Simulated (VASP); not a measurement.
Computed with LDA (Ceperley-Alder, Perdew-Zunger), VASP's LDA PAW potentials (set 64) (plane waves; VASP 6.6.1).

Input for VASP

### POSCAR
```
Sc
1
    1.5784227826    -2.7339083767     0.0000000000
    1.5784227826     2.7339083767     0.0000000000
    0.0000000000     0.0000000000     4.8586999825
Sc
2
Direct
  0.3333330000   0.6666670000   0.2500000000
  0.6666670000   0.3333330000   0.7500000000
```

### INCAR
```
ALGO = Normal
EDIFF = 1E-6
EDIFFG = -0.02
ENCUT = 500
IBRION = 2
ISIF = 3
ISMEAR = 1
LASPH = T
LCHARG = F
LMAXMIX = 4
LREAL = F
LWAVE = F
NELM = 100
NSW = 40
PREC = Accurate
PSTRESS = 100
SIGMA = 0.1
SYSTEM = Sc
```

### KPOINTS
```
K-points
0
gamma
 13 13 8
0 0 0
```

POTCAR, in this order: Sc_sv (LDA.64 set). Program: vasp_std.

Output of the run:

### OSZICAR
```
       N       E                     dE             d eps       ncg     rms          rms(c)
DAV:   1     0.376711858944E+03    0.37671E+03   -0.10882E+04  3182   0.161E+03
DAV:   2     0.818555081299E+01   -0.36853E+03   -0.36353E+03  4493   0.684E+02
DAV:   3    -0.142323000243E+02   -0.22418E+02   -0.21638E+02  5327   0.211E+02
DAV:   4    -0.145678362506E+02   -0.33554E+00   -0.33249E+00  4836   0.208E+01
DAV:   5    -0.145759491522E+02   -0.81129E-02   -0.80902E-02  5236   0.320E+00    0.908E+00
DAV:   6    -0.135657664242E+02    0.10102E+01   -0.22061E+00  3934   0.213E+01    0.288E+00
DAV:   7    -0.134145337301E+02    0.15123E+00   -0.54866E-01  4144   0.966E+00    0.680E-01
DAV:   8    -0.134015941164E+02    0.12940E-01   -0.19530E-02  4484   0.220E+00    0.180E-01
DAV:   9    -0.134011439615E+02    0.45015E-03   -0.29741E-03  4317   0.727E-01    0.167E-02
DAV:  10    -0.134011625211E+02   -0.18560E-04   -0.59850E-05  5200   0.127E-01    0.415E-03
DAV:  11    -0.134011632094E+02   -0.68826E-06   -0.75406E-07  2758   0.147E-02
   1 F= -.10783904E+02 E0= -.10784011E+02  d E =-.107839E+02
       N       E                     dE             d eps       ncg     rms          rms(c)
DAV:   1    -0.150186084321E+02   -0.16174E+01   -0.55789E+01  3150   0.122E+02    0.108E+01
DAV:   2    -0.133947890149E+02    0.16238E+01   -0.45866E+00  4501   0.341E+01    0.308E+00
DAV:   3    -0.131903130302E+02    0.20448E+00   -0.77264E-01  3998   0.132E+01    0.168E+00
DAV:   4    -0.131840430716E+02    0.62700E-02   -0.21971E-02  4137   0.215E+00    0.249E-01
DAV:   5    -0.131835580941E+02    0.48498E-03   -0.35940E-03  4919   0.896E-01    0.312E-02
DAV:   6    -0.131835539734E+02    0.41207E-05   -0.10163E-04  5095   0.173E-01    0.948E-03
DAV:   7    -0.131835540001E+02   -0.26734E-07   -0.35719E-06  3692   0.296E-02
   2 F= -.10807173E+02 E0= -.10807648E+02  d E =-.232691E-01
       N       E                     dE             d eps       ncg     rms          rms(c)
DAV:   1    -0.135702849287E+02   -0.38673E+00   -0.87603E+00  3150   0.493E+01    0.397E+00
DAV:   2    -0.133175465896E+02    0.25274E+00   -0.77929E-01  4709   0.143E+01    0.113E+00
DAV:   3    -0.132909583578E+02    0.26588E-01   -0.11266E-01  3949   0.491E+00    0.533E-01
DAV:   4    -0.132902240415E+02    0.73432E-03   -0.43507E-03  4263   0.977E-01    0.769E-02
DAV:   5    -0.132901390159E+02    0.85026E-04   -0.71416E-04  4805   0.420E-01    0.162E-02
DAV:   6    -0.132901376326E+02    0.13833E-05   -0.22902E-05  5232   0.869E-02    0.327E-03
DAV:   7    -0.132901376723E+02   -0.39672E-07   -0.47742E-07  2002   0.136E-02
   3 F= -.10822975E+02 E0= -.10823354E+02  d E =-.390714E-01
```

File OUTCAR:
```
------------------------ aborting loop because EDIFF is reached ----------------------------------------
  FORCE on cell =-STRESS in cart. coord.  units (eV):
  Direction    XX          YY          ZZ          XY          YZ          ZX
  --------------------------------------------------------------------------------------
  Total        2.4751224      2.4751223      2.4383753      0.0000000      0.0000000      0.0000000
  in kB      100.3226324    100.3226264     98.8331831      0.0000000      0.0000000      0.0000000
  external PRESSURE =      -0.1738527 kB  Pullay stress =     100.0000000 kB
  volume of cell :       39.53
      direct lattice vectors                 reciprocal lattice vectors
     1.548032824 -2.681271424  0.000000000     0.322990567 -0.186478696  0.000000000
     1.548032824  2.681271424 -0.000000000     0.322990567  0.186478696 -0.000000000
     0.000000000  0.000000000  4.761649341     0.000000000  0.000000000  0.210011265
 POSITION                                       TOTAL-FORCE (eV/Angst)
 -----------------------------------------------------------------------------------
      1.54803      0.89376      1.19041         0.000000      0.000000     -0.000000
      1.54803     -0.89376      3.57124        -0.000000     -0.000000      0.000000
 -----------------------------------------------------------------------------------
    total drift:                               -0.000089      0.000635     -0.000016
  FREE ENERGIE OF THE ION-ELECTRON SYSTEM (eV)
  ---------------------------------------------------
  free  energy   TOTEN  =       -13.2901376723 eV

  energy  without entropy=      -13.2912749046  energy(sigma->0) =      -13.29051675
  enthalpy is  TOTEN    =       -10.8229751007 eV   P V=        2.4671625716

 reached required accuracy - stopping structural energy minimisation
```
(Selected blocks of OUTCAR.)

CONTCAR:
```
Sc
   1.00000000000000
     1.5480328244584016   -2.6812714235904469    0.0000000000000000
     1.5480328244584016    2.6812714235904469   -0.0000000000000000
     0.0000000000000000    0.0000000000000000    4.7616493414268923
  Sc
     2
Direct
     0.3333330000000032    0.6666669999999968    0.2500000000000000
     0.6666669999999968    0.3333330000000032    0.7500000000000000
```

Energy and stress use the plane-wave basis of the starting cell.

The compound is Sc in the hcp structure. This run relaxes it under an external pressure of 10 GPa. Symmetry was kept, so distortions that lower it aren't found.
